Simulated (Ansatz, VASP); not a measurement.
# Sn3Te3PbSe: VASP beside Ansatz, part 2 of 2

Wanted: the spread between two codes on one cell, functional and k mesh. The cell is generated by rule, not measured, and may not be a known phase. The cell is taken from a series of runs on this material, whose earlier steps may have relaxed, scaled, displaced or heated it; both programs get it as it stands.

VASP 6.6.1 and Ansatz 0.2.0.

So far: The structure; Ansatz: relaxation of cell and atoms, PBE, pair 1.

**3. VASP: relaxation of cell and atoms, PBE, pair 1**

Level of this step: PBE; plane waves and PAW (Pb_d, Se, Sn_d, Te); invented cell (VASP).

The same cell, functional, mesh and smearing now go to VASP, with its own data sets.

Lines of VASP's logs that name or quote its potential files are left out, and so is its time.

Contents of INCAR:

```
SYSTEM = Sn3Te3PbSe
PREC = Accurate
ENCUT = 500
EDIFF = 1E-07
NELM = 120
ISMEAR = 0
SIGMA = 0.01
LREAL = .FALSE.
ALGO = Normal
GGA = PE
NBANDS = 49
LORBIT = 11
LWAVE = .FALSE.
LCHARG = .FALSE.
ISIF = 3
IBRION = 2
NSW = 80
EDIFFG = -0.005
LASPH = .TRUE.
GGA_COMPAT = .FALSE.
NELMIN = 4
EFERMI = MIDGAP
KPAR = 2
```

Contents of POSCAR:

```
Sn3Te3PbSe
1.0
    3.1826150000      3.1826150000      0.0000000000
   -3.1826150000      3.1826150000      0.0000000000
    0.0000000000      0.0000000000     12.7347910000
Pb Se Sn Te
1 1 3 3
Direct
    0.0000000000      0.0000000000      0.0000000000
    0.5000000000      0.5000000000      0.0000000000
    0.5000000000      0.5000000000      0.2426518818
    0.0000000000      0.0000000000      0.5000000393
    0.5000000000      0.5000000000      0.7573481182
    0.0000000000      0.0000000000      0.2524374369
    0.5000000000      0.5000000000      0.5000000393
    0.0000000000      0.0000000000      0.7475625631
```

Contents of KPOINTS:

```
Automatic mesh
0
Gamma
8 8 4
0 0 0
```

Potentials, in the order of the species: Pb_d, Se, Sn_d and Te (PBE family, release 64).

Command:

```bash
$ mpirun -np 2 vasp_std
```

Numbers of over 12 decimals in the logs are rounded to 6 here.

The log of the run:

```text
[banner, memory and clock lines left out]
running    2 mpi-ranks, on    1 nodes
 distrk:  each k-point on    1 cores,    2 groups
 distr:  one band on    1 cores,    1 groups

 POSCAR found type information on POSCAR PbSeSnTe
 POSCAR found :  4 types and       8 ions
 LDA part: xc-table for (Slater+PW92), standard interpolation
 POSCAR, INCAR and KPOINTS ok, starting setup
 FFT: planning ... GRIDC
 FFT: planning ... GRID_SOFT
 FFT: planning ... GRID
 WAVECAR not read
 entering main loop
       N       E                     dE             d eps       ncg     rms          rms(c)
DAV:   1     0.828212197588E+03    0.82821E+03   -0.34655E+04  4523   0.182E+03
DAV:   2     0.105480440918E+03   -0.72273E+03   -0.70228E+03  4442   0.525E+02
DAV:   3    -0.223700211624E+02   -0.12785E+03   -0.12201E+03  5383   0.200E+02
DAV:   4    -0.309143987461E+02   -0.85444E+01   -0.83954E+01  5228   0.526E+01
DAV:   5    -0.313112730211E+02   -0.39687E+00   -0.39522E+00  6601   0.120E+01    0.752E+00
DAV:   6    -0.307745200768E+02    0.53675E+00   -0.10486E+00  5823   0.523E+00    0.487E+00
DAV:   7    -0.307986032080E+02   -0.24083E-01   -0.58672E-01  5708   0.260E+00    0.124E+00
DAV:   8    -0.307894430830E+02    0.91601E-02   -0.77570E-02  5455   0.161E+00    0.464E-01
DAV:   9    -0.307905566977E+02   -0.11136E-02   -0.10762E-02  5804   0.426E-01    0.228E-01
DAV:  10    -0.307908903698E+02   -0.33367E-03   -0.12127E-03  5960   0.138E-01    0.992E-02
DAV:  11    -0.307910183364E+02   -0.12797E-03   -0.23975E-04  5188   0.754E-02    0.276E-02
DAV:  12    -0.307910336508E+02   -0.15314E-04   -0.33977E-05  5539   0.262E-02    0.193E-02
DAV:  13    -0.307910347466E+02   -0.10958E-05   -0.15862E-05  5812   0.222E-02    0.795E-03
DAV:  14    -0.307910342437E+02    0.50291E-06   -0.36499E-06  4570   0.701E-03    0.647E-03
DAV:  15    -0.307910333356E+02    0.90810E-06   -0.14626E-06  5020   0.585E-03    0.147E-03
DAV:  16    -0.307910333112E+02    0.24371E-07   -0.40922E-07  4361   0.215E-03
   1 F= -.30791033E+02 E0= -.30791033E+02  d E =-.307910E+02
 curvature:   0.00 expect dE= 0.000E+00 dE for cont linesearch  0.000E+00
 trial: gam= 0.00000 g(F)=  0.232E-07 g(S)=  0.223E-04 ort = 0.000E+00 (trialstep = 0.100E+01)
 search vector abs. value=  0.223E-04
 bond charge predicted
       N       E                     dE             d eps       ncg     rms          rms(c)
DAV:   1    -0.307913074870E+02   -0.27415E-03   -0.69462E-03  5675   0.784E-01    0.930E-02
DAV:   2    -0.307910864566E+02    0.22103E-03   -0.41456E-04  5436   0.200E-01    0.387E-02
DAV:   3    -0.307910393401E+02    0.47117E-04   -0.14203E-04  5562   0.104E-01    0.924E-03
DAV:   4    -0.307910403694E+02   -0.10293E-05   -0.68866E-06  6326   0.154E-02    0.550E-03
DAV:   5    -0.307910413269E+02   -0.95755E-06   -0.62123E-07  5179   0.483E-03    0.269E-03
DAV:   6    -0.307910422386E+02   -0.91170E-06   -0.19140E-07  3186   0.399E-03    0.636E-04
DAV:   7    -0.307910421956E+02    0.43015E-07   -0.27843E-08  2868   0.132E-03
   2 F= -.30791042E+02 E0= -.30791042E+02  d E =-.888442E-05
 trial-energy change:   -0.000009  1 .order   -0.000008   -0.000022    0.000006
 step:   0.8107(harm=  0.7858)  dis= 0.00002  next Energy=   -30.791043 (dE=-0.945E-05)
 reached required accuracy - stopping structural energy minimisation
```

OUTCAR, selected parts (step 3):

```text
ion  position               nearest neighbor table
   1  0.000  0.000  0.000-   2 3.18   2 3.18   2 3.18   2 3.18   8 3.21   6 3.21
   2  0.500  0.500  0.000-   3 3.09   5 3.09   1 3.18   1 3.18   1 3.18   1 3.18
   3  0.500  0.500  0.243-   2 3.09   6 3.19   6 3.19   6 3.19   6 3.19   7 3.28
   4  0.000  0.000  0.500-   8 3.15   6 3.15   7 3.18   7 3.18   7 3.18   7 3.18
   5  0.500  0.500  0.757-   2 3.09   8 3.19   8 3.19   8 3.19   8 3.19   7 3.28
   6  0.000  0.000  0.252-   4 3.15   3 3.19   3 3.19   3 3.19   3 3.19   1 3.21
   7  0.500  0.500  0.500-   4 3.18   4 3.18   4 3.18   4 3.18   5 3.28   3 3.28
   8  0.000  0.000  0.748-   4 3.15   5 3.19   5 3.19   5 3.19   5 3.19   1 3.21

  LATTYP: Found a simple tetragonal cell.
 ALAT       =     4.5008972968
 C/A-ratio  =     2.8293893773

 Subroutine GETGRP returns: Found 16 space group operations
 (whereof 16 operations were pure point group operations)

The static configuration has the point symmetry D_4h.

 Found     45 irreducible k-points:

   k-points           NKPTS =     45   k-points in BZ     NKDIM =     45   number of bands    NBANDS=     49

   dimension x,y,z NGX =    36 NGY =   36 NGZ =   96
   dimension x,y,z NGXF=    72 NGYF=   72 NGZF=  192

   ENCUT  =  500.0 eV  36.75 Ry    6.06 a.u.   8.21  8.21 23.22*2*pi/ulx,y,z

   NELECT =      80.0000    total number of electrons

 k-points in reciprocal lattice and weights: Automatic mesh
   0.00000000  0.00000000  0.00000000       0.004
   0.12500000  0.00000000  0.00000000       0.016
   0.25000000  0.00000000  0.00000000       0.016
   0.37500000  0.00000000  0.00000000       0.016
   0.50000000  0.00000000  0.00000000       0.008
   0.12500000  0.12500000  0.00000000       0.016
   0.25000000  0.12500000  0.00000000       0.031
   0.37500000  0.12500000  0.00000000       0.031
   0.50000000  0.12500000  0.00000000       0.016
[...]
0.50000000  0.37500000  0.50000000       0.016
   0.50000000  0.50000000  0.50000000       0.004

 average (electrostatic) potential at core
       1 -92.0052       2 -52.4250       3-101.5154       4-101.3985       5-101.5154
       6 -88.5936       7 -88.4937       8 -88.5937

 E-fermi :   5.9743

 k-point     1 :       0.0000    0.0000    0.0000
  band No.  band energies     occupation
    ...
     36       3.7852      2.00000
     37       3.9806      2.00000
     38       3.9806      2.00000
     39       4.0890      2.00000
     40       4.2688      2.00000
     41       7.8323      0.00000
     42       7.8979      0.00000
     43       8.5478      0.00000
     44       9.1989      0.00000
     45       9.4413      0.00000
    ...

 k-point     2 :       0.1250    0.0000    0.0000
  band No.  band energies     occupation
    ...
     36       3.7616      2.00000
     37       4.0762      2.00000
     38       4.2318      2.00000
     39       4.3346      2.00000
     40       4.3429      2.00000
     41       7.6436      0.00000
     42       7.6510      0.00000
     43       8.7622      0.00000
     44       8.8130      0.00000
     45       8.8979      0.00000
    ...

 k-point     3 :       0.2500    0.0000    0.0000
  band No.  band energies     occupation
    ...
     36       3.7608      2.00000
     37       4.3186      2.00000
     38       4.6488      2.00000
     39       4.7457      2.00000
     40       5.0307      2.00000
     41       6.9829      0.00000
     42       7.1729      0.00000
     43       7.5836      0.00000
     44       7.7164      0.00000
     45       8.0597      0.00000
    ...

  Total        0.0095034      0.0095034      0.0099793      0.0000000      0.0000000      0.0000000
  in kB        0.0590572      0.0590572      0.0620145      0.0000000      0.0000000      0.0000000
  external PRESSURE =       0.0600429 kB  Pullay stress =       0.0000000 kB

  energy-cutoff  :      500.00
  volume of cell :      257.82
      direct lattice vectors                 reciprocal lattice vectors
     3.182003224  3.182003224  0.000000000     0.157133719  0.157133719  0.000000000
    -3.182003224  3.182003224 -0.000000000    -0.157133719  0.157133719  0.000000000
     0.000000000  0.000000000 12.731658241    -0.000000000  0.000000000  0.078544364

 POSITION                                       TOTAL-FORCE (eV/Angst)
 -----------------------------------------------------------------------------------
      3.18200      3.18200      0.00000        -0.000000     -0.000000      0.000000
      0.00000      3.18200      0.00000        -0.000000      0.000000      0.000000
      0.00000      3.18200      3.08937         0.000000      0.000000      0.000027
      3.18200      3.18200      6.36583        -0.000000     -0.000000      0.000000
      0.00000      3.18200      9.64229         0.000000     -0.000000     -0.000027
      3.18200      3.18200      3.21397        -0.000000     -0.000000      0.000620
      0.00000      3.18200      6.36583        -0.000000      0.000000      0.000000
      3.18200      3.18200      9.51769        -0.000000      0.000000     -0.000620
 -----------------------------------------------------------------------------------
    total drift:                               -0.000000      0.000000     -0.000435

  FREE ENERGIE OF THE ION-ELECTRON SYSTEM (eV)
  ---------------------------------------------------
  free  energy   TOTEN  =       -30.7910421956 eV

  energy  without entropy=      -30.7910421956  energy(sigma->0) =      -30.79104220

 reached required accuracy - stopping structural energy minimisation

 total charge
# of ion       s       p       d       tot
------------------------------------------
    1        1.470   0.522   9.832  11.825
    2        1.470   2.285   0.014   3.769
    3        1.379   0.687   9.978  12.044
    4        1.375   0.712   9.982  12.070
    5        1.379   0.687   9.978  12.044
    6        1.380   1.974   0.026   3.380
    7        1.380   1.960   0.024   3.364
    8        1.380   1.974   0.026   3.380
--------------------------------------------------
tot         11.213  10.801  39.861  61.875

[... 3 further parts left out ...]
```

CONTCAR:

```
Sn3Te3PbSe
   1.00000000000000
     3.1820032241246086    3.1820032241246086    0.0000000000000000
    -3.1820032241246086    3.1820032241246086   -0.0000000000000000
     0.0000000000000000    0.0000000000000000   12.7316582410066630
  Pb              Se              Sn              Te
     1     1     3     3
Direct
     1.0000000000000000    0.0000000000000000    0.0000000000000000
     0.5000000000000000    0.5000000000000000    0.0000000000000000
     0.5000000000000000    0.5000000000000000    0.2426526412615060
     1.0000000000000000    0.0000000000000000    0.5000000392999979
     0.5000000000000000    0.5000000000000000    0.7573473587384940
     1.0000000000000000    0.0000000000000000    0.2524391330230055
     0.5000000000000000    0.5000000000000000    0.5000000392999979
     1.0000000000000000    0.0000000000000000    0.7475608669769945
```

**4. Differences**

Known differences besides the potentials themselves: the data sets hold 120 valence electrons in Ansatz (on its default PAW (the set named soft_2) files) and 80 in VASP; the cutoff is 420 eV in Ansatz and 500 eV in VASP; Ansatz adds a Pulay correction to the stress that steers its cell, VASP none. Total energies have different zeros and are not compared.

Compared:

```tsv
quantity	Ansatz	VASP	difference
volume (Å³)	257.98	257.82	+0.06 %
edge a after relaxation, in the typed setting (Å)	4.501	4.500	+0.02 %
edge c after relaxation, in the typed setting (Å)	12.735	12.732	+0.02 %
```

**5. VASP: relaxation of cell and atoms, PBE, pair 2**

The relaxed volume is the usual yardstick between codes: in a stiff, nearly cubic crystal its relative difference is about their pressure difference at one cell divided by the bulk modulus.

INCAR is that of step 3.

Contents of POSCAR:

```
Sn3Te3PbSe
1.0
    4.5033890000      0.0000000000      0.0000000000
    0.0000000000      4.5033890000      0.0000000000
    0.0000000000      0.0000000000     12.8577250000
Pb Se Sn Te
1 1 3 3
Direct
    0.0000000000      0.0000000000      0.9993673064
    0.5000001110      0.5000001110      0.0115940417
    0.5000001110      0.5000001110      0.2326778649
    0.0000000000      0.0000000000      0.4982402408
    0.5000001110      0.5000001110      0.7435757103
    0.0000000000      0.0000000000      0.2574884748
    0.5000001110      0.5000001110      0.5069663568
    0.0000000000      0.0000000000      0.7529722404
```

KPOINTS is that of step 3.

Command:

```bash
$ mpirun -np 2 vasp_std
```

The log of the run:

```text
[... set-up lines as in an earlier step ...]
 entering main loop
       N       E                     dE             d eps       ncg     rms          rms(c)
DAV:   1     0.824763275978E+03    0.82476E+03   -0.34750E+04  4475   0.181E+03
DAV:   2     0.103636713203E+03   -0.72113E+03   -0.70205E+03  4442   0.514E+02
DAV:   3    -0.221214179801E+02   -0.12576E+03   -0.12008E+03  5323   0.199E+02
DAV:   4    -0.309089270593E+02   -0.87875E+01   -0.85900E+01  5238   0.526E+01
[...]
DAV:  14    -0.308126841075E+02    0.28514E-06   -0.45143E-06  4860   0.958E-03    0.682E-03
DAV:  15    -0.308126832599E+02    0.84753E-06   -0.16212E-06  5108   0.580E-03    0.132E-03
DAV:  16    -0.308126831760E+02    0.83972E-07   -0.46900E-07  4292   0.248E-03
   1 F= -.30812683E+02 E0= -.30812683E+02  d E =-.308127E+02
[...]
2 F= -.30812699E+02 E0= -.30812699E+02  d E =-.162107E-04
[...]
3 F= -.30812701E+02 E0= -.30812701E+02  d E =-.180844E-04
[...]
4 F= -.30812713E+02 E0= -.30812713E+02  d E =-.122072E-04
[...]
5 F= -.30812732E+02 E0= -.30812732E+02  d E =-.305160E-04
[...]
reached required accuracy - stopping structural energy minimisation
```

OUTCAR, selected parts (step 5):

```text
  Total       -0.0113514     -0.0113514     -0.0289857      0.0000000     -0.0000000      0.0000000
  in kB       -0.0697833     -0.0697833     -0.1781907      0.0000000     -0.0000000      0.0000000
  external PRESSURE =      -0.1059191 kB  Pullay stress =       0.0000000 kB

 POSITION                                       TOTAL-FORCE (eV/Angst)
 -----------------------------------------------------------------------------------
      0.00000      0.00000     12.84643         0.000000     -0.000000      0.000777
      2.25138      2.25138      0.14607         0.000000     -0.000000      0.000640
      2.25138      2.25138      2.99375         0.000000     -0.000000     -0.001889
      0.00000      0.00000      6.40498         0.000000     -0.000000      0.002339
      2.25138      2.25138      9.56001         0.000000      0.000000      0.003557
      0.00000      0.00000      3.30966         0.000000     -0.000000     -0.001324
      2.25138      2.25138      6.51508         0.000000      0.000000     -0.001445
      0.00000      0.00000      9.67845         0.000000     -0.000000     -0.002655
 -----------------------------------------------------------------------------------
    total drift:                               -0.000913     -0.000913      0.002528

  FREE ENERGIE OF THE ION-ELECTRON SYSTEM (eV)
  ---------------------------------------------------
  free  energy   TOTEN  =       -30.8127317764 eV

  energy  without entropy=      -30.8127317764  energy(sigma->0) =      -30.81273178

[... 2 parts as in an earlier step ...]

[... 2 further parts left out ...]
[key lines of the parts left out:]
E-fermi :   5.8292
```

The run keeps the 8 symmetry operations of its start, so it cannot find a distortion of lower symmetry.

**6. Ansatz: relaxation of cell and atoms, PBE, pair 2**

The same cell, functional, mesh and smearing now go to Ansatz, which takes its cutoff from its data sets.

The cell is taken from a series of runs on this material, whose earlier steps may have relaxed, scaled, displaced or heated it; both programs get it as it stands.

Contents of input.yaml:

```yaml
crystal:
  lattice:
    - [4.5033890473, 0.0, 0.0]
    - [0.0, 4.5033890473, 0.0]
    - [0.0, 0.0, 12.8577251238]
  atoms:
    - { symbol: Pb, position: [0.0, 0.0, 0.9993672928] }
    - { symbol: Se, position: [0.5, 0.5, 0.0115940297] }
    - { symbol: Sn, position: [0.5, 0.5, 0.2326778252] }
    - { symbol: Sn, position: [0.0, 0.0, 0.4982402118] }
    - { symbol: Sn, position: [0.5, 0.5, 0.7435757172] }
    - { symbol: Te, position: [0.0, 0.0, 0.2574884889] }
    - { symbol: Te, position: [0.5, 0.5, 0.5069663669] }
    - { symbol: Te, position: [0.0, 0.0, 0.7529722264] }
kpoints:
  mp_grid: { grid: [8, 8, 4] }
hamiltonian:
  xc: pbe
scf:
  occupations: { method: gaussian, width: 0.01 }
output:
  forces: true
  stress: true
  eigenvalues: true
relax:
  adjacent_minimum: "off"
  f_tol: 0.001
  max_steps: 60
  cell: { stress_tol: 0.01 }
```

Command:

```bash
$ ansatz run input.yaml --threads 8 --pin off --max-ram 14336MiB --backend cpu --events-out ev --progress --plain --runs-dir out
```

The log of the run:

```text
[...]
Crystal: 8 atoms, lattice volume = 260.761 Å³
Basis set: ecut = 420 eV, 5123 PW (Γ), exchange–correlation on 64×64×180 points (8 copies of the dense FFT grid, shifted against one another)
Bands: 72, of which v1, the nominal top of the filled ones, is band 60 counted from 1 (59 counted from 0)
Symmetry: 8 space group operations
[...]
- [0, 0.0, 12.857365]
  atoms:
    - { symbol: Pb, position: [0, 0.0, 0.999361] }
    - { symbol: Se, position: [0.500000, 0.500000, 0.011576] }
    - { symbol: Sn, position: [0.500000, 0.500000, 0.232706] }
    - { symbol: Sn, position: [0, 0.0, 0.498237] }
    - { symbol: Sn, position: [0.500000, 0.500000, 0.743555] }
    - { symbol: Te, position: [0, 0.0, 0.257509] }
    - { symbol: Te, position: [0.500000, 0.500000, 0.506989] }
    - { symbol: Te, position: [0, 0.0, 0.752950] }
[key lines of the parts left out:]
SCF converged after 8 iterations
Free energy (F): -56390.782149 eV
Fermi energy:    8.662369 eV
P = ⅓ Tr σ = 0.0003 GPa (0.003 kbar)
```

**7. Differences**

What differs besides the data sets and the points named for the pairs above, as far as they apply: the data sets hold 120 valence electrons in Ansatz (on its default PAW (the set named soft_2) files) and 80 in VASP. Total energies have different zeros and are not compared.

The two programs side by side:

```tsv
quantity	Ansatz	VASP	difference
volume (Å³)	260.76	260.62	+0.05 %
edge a after relaxation, in the typed setting (Å)	4.503	4.503	+0.01 %
edge c after relaxation, in the typed setting (Å)	12.857	12.854	+0.02 %
```

**8. Summary of results**

| Property | Result |
| --- | --- |
| difference in volume (relaxation of cell and atoms, PBE, pair 1) | 0.063 % |
| difference in volume (relaxation of cell and atoms, PBE, pair 2) | 0.052 % |

**Reading.** The difference in volume is 0.063 % (relaxation of cell and atoms, PBE, pair 1), within the 1.2 % picked in this series as the mark of a large difference, as far as the stopping tolerances let one tell. The data sets hold unlike numbers of valence electrons (120 in Ansatz and 80 in VASP), so part of the differences comes from the potentials. How closely two codes agree says nothing of how well the functional describes the real material.

[Lines on the potential files, build, host, timing and source positions are cut from VASP's logs without a mark.]

[Logs are printed without paths, hosts, clocks, repeated set-up lines and the standing remarks that a program may print on its own settings, such as how far it seeks lower states.]

[Hosts, paths, dates, database ids (printed as entryN), source tags and the programs' standing remarks are cut or masked in the printed files.]
